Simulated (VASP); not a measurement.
Here is the system:

```
Sn
1.0
   -2.88839     2.88839     1.56585
    2.88839    -2.88839     1.56585
    2.88839     2.88839    -1.56585
Sn
2
Direct
  0.25000   0.75000   0.50000
  0.00000   0.00000   0.00000
```

Method: LDA (Ceperley-Alder, Perdew-Zunger), VASP's LDA PAW potentials (set 64) (plane waves; VASP 6.6.1). Settings: 520 eV cut-off, Gaussian smearing of 0.050 eV, potentials Sn_d.

Question: Give the energies of bands 11 to 17 at the high-symmetry points, in eV from the Fermi level.

Answer: 
```tsv
band	Γ	X	M	Z	P	N
11	-11.43	-9.12	-7.71	-6.57	-6.04	-7.01
12	-3.66	-9.12	-7.71	-5.68	-6.04	-5.52
13	-2.09	0.57	-4.99	-3.16	-3.68	-2.33
14	-2.09	0.57	-4.99	-3.03	-3.68	-1.80
15	3.01	1.61	5.25	-3.03	3.66	-1.18
16	6.32	1.61	5.25	3.22	3.66	2.29
17	6.32	6.21	9.58	5.72	4.07	2.91
```

It has no gap at this level: it comes out as a metal or semimetal.

The compound is Sn in the beta structure. It was relaxed first.
